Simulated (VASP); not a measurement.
OSZICAR of a VASP run on Ga32P32:

### OSZICAR
```
       N       E                     dE             d eps       ncg     rms          rms(c)
DAV:   1    -0.286593191890E+03   -0.28659E+03   -0.79053E-05   364   0.133E-02    0.103E-02
RMM:   2    -0.286593190535E+03    0.13551E-05   -0.11357E-05   330   0.569E-03    0.528E-03
RMM:   3    -0.286593191726E+03   -0.11907E-05   -0.82851E-06   349   0.428E-03    0.132E-03
RMM:   4    -0.286593191224E+03    0.50190E-06   -0.70207E-07   228   0.182E-03
   1 F= -.28659319E+03 E0= -.28659319E+03  d E =-.181374E-12
```

### Question
Which electronic solver shows in the log?

### Answer
It is blocked Davidson (ALGO = Normal, or the opening steps of other solvers) and then RMM-DIIS (ALGO = Fast or VeryFast). The INCAR had ALGO = Fast.

### Question
Can the final energy be trusted as converged?

### Answer
The calculation finished and met its thresholds. It stopped with EDIFF = 1E-6, NELM = 100 (PBE GGA, plane waves, VASP's PBE PAW potentials (set 64)). The supercell is sampled at Γ alone, which is coarse: total energies, pressure and levels can be off, energies of defects by several tenths of an eV.

The cell is a supercell, built from GaP (zinc blende).
